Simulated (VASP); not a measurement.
# ZnBr (P6/mmm) in VASP: settings compared

Aim: see how the results for ZnBr move with the level of theory and the settings. Levels: HSE(alpha, omega). Tasks: single point.

All numbers are computed with VASP 6.6.1; they aren't measurements. Logs are shortened: lines on timing, memory, paths and dates and some standing lists are left out, and cuts for length are marked.

## 1. Starting point

It takes space group P6/mmm (No. 191, hexagonal). The conventional cell has a = 4.919 Å, b = 4.919 Å, c = 4.986 Å, α = 90.00°, β = 90.00°, γ = 120.00°. Around Zn (site symmetry 6/mmm) lie 2 Br at 2.49 Å. Around Br (site symmetry 6/mmm) lie 2 Zn at 2.49 Å.

The cell was built by a generator and needn't be a form met in nature.

## 2. Single point, HSE(alpha, omega)

File POSCAR:

```
ZnBr
1.0
    4.9186300000      0.0000000000      0.0000000000
   -2.4593200000      4.2596600000      0.0000000000
    0.0000000000      0.0000000000      4.9864800000
Zn Br
1 1
Direct
    0.0000000000      0.0000000000      0.5000000000
    0.0000000000      0.0000000000      0.0000000000
```

File INCAR.step1:

```
PREC = Accurate
ENCUT = 520
EDIFF = 1E-5
ISMEAR = -1
SIGMA = 0.05
LREAL = False
LASPH = True
NELM = 100
ALGO = Normal
ISIF = 2
LWAVE = True
LCHARG = False
GGA = PE
```

File INCAR.step2:

```
PREC = Accurate
ENCUT = 520
EDIFF = 1E-7
ISMEAR = -1
SIGMA = 0.05
LREAL = False
LASPH = True
NELM = 100
ALGO = Normal
ISIF = 2
LWAVE = False
LCHARG = False
GGA = PE
LHFCALC = True
HFSCREEN = 0.6
AEXX = 0.25
PRECFOCK = Fast
ISTART = 1
```

File KPOINTS:

```
regular mesh
0
Gamma
  3 3 3
```

Potentials or basis: VASP PAW PBE potentials, release 64 (Zn, Br).

Run with:

```console
$ cat potpaw_PBE.64/Zn/POTCAR potpaw_PBE.64/Br/POTCAR > POTCAR
$ cp INCAR.step1 INCAR
$ mpirun -np 1 vasp_std > vasp.out
$ cp INCAR.step2 INCAR
$ mpirun -np 1 vasp_std > vasp.out
```

OUTCAR:

```text
PREC = Accurate
   ENCUT = 520
   EDIFF = 1E-7
   ISMEAR = -1
   LREAL = False
   LASPH = True
   NELM = 100
   ISIF = 2
   GGA = PE
   LHFCALC = True
   HFSCREEN = 0.6
   AEXX = 0.25
   PRECFOCK = Fast
   ISTART = 1

 ion  position               nearest neighbor table
   1  0.000  0.000  0.500-   2 2.49   2 2.49
   2  0.000  0.000  0.000-   1 2.49   1 2.49

  LATTYP: Found a hexagonal cell.
 ALAT       =     4.9186300000
 C/A-ratio  =     1.0137944916

  Lattice vectors:

 A1 = (   4.9186300000,   0.0000000000,   0.0000000000)
 A2 = (  -2.4593200000,   4.2596600000,   0.0000000000)
 A3 = (   0.0000000000,   0.0000000000,   4.9864800000)

Analysis of symmetry for initial positions (statically):
=====================================================================
 Subroutine PRICEL returns:
 Original cell was already a primitive cell.

 Routine SETGRP: Setting up the symmetry group for a
 hexagonal supercell.

 Subroutine GETGRP returns: Found 24 space group operations
 (whereof 24 operations were pure point group operations)
 out of a pool of 24 trial point group operations.

The static configuration has the point symmetry D_6h.

Analysis of symmetry for dynamics (positions and initial velocities):
=====================================================================
 Subroutine PRICEL returns:
 Original cell was already a primitive cell.

 Routine SETGRP: Setting up the symmetry group for a
 hexagonal supercell.

 Subroutine GETGRP returns: Found 24 space group operations
 (whereof 24 operations were pure point group operations)
 out of a pool of 24 trial point group operations.

The dynamic configuration has the point symmetry D_6h.

 Subroutine INISYM returns: Found 24 space group operations
 (whereof 24 operations are pure point group operations),
 and found     1 'primitive' translations

----------------------------------------------------------------------------------------

                                     Primitive cell

  volume of cell :     104.4752

  direct lattice vectors                    reciprocal lattice vectors
     4.918630000  0.000000000  0.000000000     0.203308645  0.117380499  0.000000000
    -2.459320000  4.259660000  0.000000000     0.000000000  0.234760521  0.000000000
     0.000000000  0.000000000  4.986480000     0.000000000  0.000000000  0.200542266

  length of vectors
     4.918630000  4.918633771  4.986480000     0.234760701  0.234760521  0.200542266

  position of ions in fractional coordinates (direct lattice)
     0.000000000  0.000000000  0.500000000
     0.000000000  0.000000000  0.000000000

  ion indices of the primitive-cell ions
   primitive index   ion index
                 1           1
                 2           2

----------------------------------------------------------------------------------------

 KPOINTS: regular mesh

Automatic generation of k-mesh.
 Grid dimensions read from file:
 generate k-points for:    3    3    3

 Generating k-lattice:

  Cartesian coordinates                     Fractional coordinates (reciprocal lattice)
     0.067769548  0.039126833  0.000000000     0.333333333  0.000000000  0.000000000
     0.000000000  0.078253507  0.000000000     0.000000000  0.333333333  0.000000000
     0.000000000  0.000000000  0.066847422     0.000000000  0.000000000  0.333333333

  Length of vectors
     0.078253567  0.078253507  0.066847422

  Shift w.r.t. Gamma in fractional coordinates (k-lattice)
     0.000000000  0.000000000  0.000000000

 Subroutine IBZKPT returns following result:
 ===========================================

 Found      6 irreducible k-points:

 Following reciprocal coordinates:
            Coordinates               Weight
  0.000000  0.000000  0.000000      1.000000
  0.333333 -0.000000  0.000000      6.000000
  0.333333  0.333333  0.000000      2.000000
  0.000000  0.000000  0.333333      2.000000
  0.333333 -0.000000  0.333333     12.000000
  0.333333  0.333333  0.333333      4.000000
   k-points           NKPTS =      6   k-points in BZ     NKDIM =     27   number of bands    NBANDS=     13
   number of dos      NEDOS =    301   number of ions     NIONS =      2
   total plane-waves  NPLWV =  64000
   dimension x,y,z NGX =    40 NGY =   40 NGZ =   40
   dimension x,y,z NGXF=    80 NGYF=   80 NGZF=   80
   ions per type =               1   1
   NGX,Y,Z   is equivalent  to a cutoff of  13.52, 13.52, 13.34 a.u.
   NGXF,Y,Z  is equivalent  to a cutoff of  27.04, 27.04, 26.67 a.u.
 SYSTEM =  unknown system
   PREC   = accura    normal or accurate (medium, high low for compatibility)
   ISTART =      1    job   : 0-new  1-cont  2-samecut
   ICHARG =      0    charge: 1-file 2-atom 10-const
   ISPIN  =      1    spin polarized calculation?
   LNONCOLLINEAR =      F non collinear calculations
   LSORBIT =      F    spin-orbit coupling
   LASPH  =      T    aspherical Exc in radial PAW
   ENCUT  =  520.0 eV  38.22 Ry    6.18 a.u.   9.15  9.15  9.27*2*pi/ulx,y,z
   NELM   =    100;   NELMIN=  2; NELMDL=  0     # of ELM steps
   EDIFF  = 0.1E-06   stopping-criterion for ELM
   LREAL  =      F    real-space projection
   EDIFFG = 0.1E-05   stopping-criterion for IOM
   NSW    =      0    number of steps for IOM
   IBRION =     -1    ionic relax: 0-MD 1-quasi-New 2-CG
   NFREE  =      0    steps in history (QN), initial steepest desc. (CG)
   ISIF   =      2    stress and relaxation
   ISYM   =      3    0-nonsym 1-usesym 2-fastsym
   POTIM  = 0.5000    time-step for ionic-motion
   TEBEG  =    0.0;   TEEND  =   0.0 temperature during run
   PSTRESS=    0.0 pullay stress
   NELECT =      19.0000    total number of electrons
   NUPDOWN=      -1.0000    fix difference up-down
   EMIN   =  10.00;   EMAX   =-10.00  energy-range for DOS
   EFERMI =   0.00;   METHOD = LEGACY
   ISMEAR =    -1;   SIGMA  =   0.05  broadening in eV -4-tet -1-fermi 0-gaus
   EFERMI_NEDOS =   21; number of points for ismear=-14 and -15
   IALGO  =     38    algorithm
   IMIX   =      1    mixing-type and parameters
     AMIX     =   0.40;   BMIX     =  1.00
     AMIX_MAG =   1.60;   BMIX_MAG =  1.00
  volume/ion in A,a.u.               =      52.24       352.52
  Fermi-wavevector in a.u.,A,eV,Ry     =   0.927516  1.752752 11.704913  0.860287
  Thomas-Fermi vector in A             =   2.053595
   LORBIT       =      0    0 simple, 1 ext, 2 COOP (PROOUT), +10 PAW based schemes
   GGA     = PE    functional components
   LHFCALC =     T    Hartree Fock is set to
   PRECFOCK=fast      Normal, Fast or Accurate (Low or Medium for compatibility)
   ENCUT4O =  -1.0   cutoff for four orbital integrals eV
   NKREDX  =     1    reduce k-point grid by
   NKREDY  =     1    reduce k-point grid by
   NKREDZ  =     1    reduce k-point grid by
   AEXX    =    0.2500 exact exchange contribution
   HFSCREEN=    0.6000 screening length (either q_TF or 0.3 A-1)
   HFSCREENC=   0.6000 screening length for correlation (either q_TF or 0.3 A-1)
   ENCUTFOCK=  -1.0 apply spherical cutoff to Coloumb kernel
   IVDW    =     0    specifies the selected vdW correction
   LEPSILON=     F    determine dielectric tensor
   LRPA    =     F    only Hartree local field effects (RPA)
 non-spin polarized calculation
  energy-cutoff  :      520.00
  volume of cell :      104.48
 maximum number of plane-waves:      2823
 NGX is ok and might be reduce to    40
  NGX = 20; NGY = 20; NGZ = 20

 number of electron      18.9999998 magnetization

 Free energy of the ion-electron system (eV)
  ---------------------------------------------------
  ext. energy  EPLUGINS =         0.00000000
  ---------------------------------------------------
  free energy    TOTEN  =        -3.20563251 eV

  energy without entropy =       -3.18278976  energy(sigma->0) =       -3.19421113

 E-fermi :  -0.5134     XC(G=0):  -5.3505

 val. band max:       -0.8436070805   @ k =   0.0000   0.0000   0.3333
 cond. band min:      -0.4467231798   @ k =   0.3333  -0.0000   0.3333
 fundamental gap:      0.3968839007
 Fermi energy:        -0.5134116011

 k-point     1 :       0.0000    0.0000    0.0000
  band No.  band energies     occupation
      1     -17.8730      2.00000
      2     -10.0738      2.00000
      3     -10.0738      2.00000
      4     -10.0559      2.00000
      5     -10.0559      2.00000
      6      -9.9460      2.00000
      7      -6.3699      2.00000
      8      -4.5569      2.00000
      9      -4.5569      2.00000
     10      -3.4522      2.00000
     11       2.8208      0.00000
     12       4.3479      0.00000
     13       4.3479      0.00000

 k-point     2 :       0.3333   -0.0000    0.0000
  band No.  band energies     occupation
      1     -17.8540      2.00000
      2     -10.0744      2.00000
      3     -10.0681      2.00000
      4     -10.0587      2.00000
      5     -10.0566      2.00000
      6      -9.9378      2.00000
      7      -6.3260      2.00000
      8      -4.9690      2.00000
      9      -4.6428      2.00000
     10      -2.9794      2.00000
     11       1.8861      0.00000
     12       3.7624      0.00000
     13       3.8552      0.00000

 k-point     3 :       0.3333    0.3333    0.0000
  band No.  band energies     occupation
      1     -17.8445      2.00000
      2     -10.0700      2.00000
      3     -10.0700      2.00000
      4     -10.0585      2.00000
      5     -10.0585      2.00000
      6      -9.9338      2.00000
      7      -6.3038      2.00000
      8      -4.9223      2.00000
      9      -4.9223      2.00000
     10      -2.7186      2.00000
     11       1.9508      0.00000
     12       1.9508      0.00000
     13       6.2472      0.00000

 k-point     4 :       0.0000    0.0000    0.3333
  band No.  band energies     occupation
      1     -17.7767      2.00000
      2     -10.3740      2.00000
      3     -10.0831      2.00000
      4     -10.0831      2.00000
      5     -10.0735      2.00000
      6     -10.0735      2.00000
      7      -7.1278      2.00000
      8      -4.3767      2.00000
      9      -4.3767      2.00000
     10      -0.8436      1.99729
     11       3.0976      0.00000
     12       3.1397      0.00000
     13       3.1397      0.00000

 k-point     5 :       0.3333   -0.0000    0.3333
  band No.  band energies     occupation
      1     -17.7582      2.00000
      2     -10.3721      2.00000
      3     -10.0883      2.00000
      4     -10.0844      2.00000
      5     -10.0740      2.00000
      6     -10.0679      2.00000
      7      -6.9924      2.00000
      8      -4.7307      2.00000
      9      -4.4536      2.00000
     10      -0.4467      0.41707
     11       1.1602      0.00000
     12       2.6427      0.00000
     13       4.2084      0.00000

 k-point     6 :       0.3333    0.3333    0.3333
  band No.  band energies     occupation
      1     -17.7489      2.00000
      2     -10.3712      2.00000
      3     -10.0880      2.00000
      4     -10.0880      2.00000
      5     -10.0696      2.00000
      6     -10.0696      2.00000
      7      -6.9212      2.00000
      8      -4.6984      2.00000
      9      -4.6984      2.00000
     10      -0.0325      0.00013
     11       1.0960      0.00000
     12       1.0960      0.00000
     13       5.5646      0.00000

------------------------ aborting loop because EDIFF is reached ----------------------------------------

  FORCE on cell =-STRESS in cart. coord.  units (eV):
  Direction    XX          YY          ZZ          XY          YZ          ZX
  --------------------------------------------------------------------------------------
  -------------------------------------------------------------------------------------
  Total       -0.1435923     -0.1435924      0.3933788      0.0000002      0.0000000      0.0000000
  in kB       -2.2020577     -2.2020592      6.0326538      0.0000026      0.0000000      0.0000000
  external PRESSURE =       0.5428456 kB  Pullay stress =       0.0000000 kB

 VOLUME and BASIS-vectors are now :
 -----------------------------------------------------------------------------
  energy-cutoff  :      520.00
  volume of cell :      104.48
      direct lattice vectors                 reciprocal lattice vectors
     4.918630000  0.000000000  0.000000000     0.203308645  0.117380499  0.000000000
    -2.459320000  4.259660000  0.000000000     0.000000000  0.234760521  0.000000000
     0.000000000  0.000000000  4.986480000     0.000000000  0.000000000  0.200542266

 POSITION                                       TOTAL-FORCE (eV/Angst)
 -----------------------------------------------------------------------------------
      0.00000      0.00000      2.49324         0.000000      0.000000      0.000000
      0.00000      0.00000      0.00000        -0.000000      0.000000      0.000000
 -----------------------------------------------------------------------------------
    total drift:                                0.000005     -0.000015      0.000003

  FREE ENERGIE OF THE ION-ELECTRON SYSTEM (eV)
  ---------------------------------------------------
  free  energy   TOTEN  =        -3.2056325074 eV

  energy  without entropy=       -3.1827897552  energy(sigma->0) =       -3.19421113
```

Wall time 64 s (1 thread of Intel Xeon 6975P-C (Granite Rapids), shared host); peak memory 0.32 GiB.

Results:

- Free energy: -3.2056 eV
- Pressure: 0.1 GPa
- Band gap on the k mesh: none (metal or under the smearing width)

Levels at points of the mesh, in eV from the Fermi level:
```csv
k point,band 7,band 8,band 9,band 10,band 11,band 12,band 13
"(0.00, 0.00, 0.00)",-5.86,-4.04,-4.04,-2.94,3.33,4.86,4.86
```

Caveat: the k mesh is coarse (spacing up to 0.49 Å⁻¹), so the values aren't converged, least of all with exact exchange; the PAW data sets were made with another functional, which shifts forces and pressure a little; an odd number of electrons without spin polarisation forces a metal; a magnetic or distorted state may lie lower.

(Continued in part 2 of 2.)
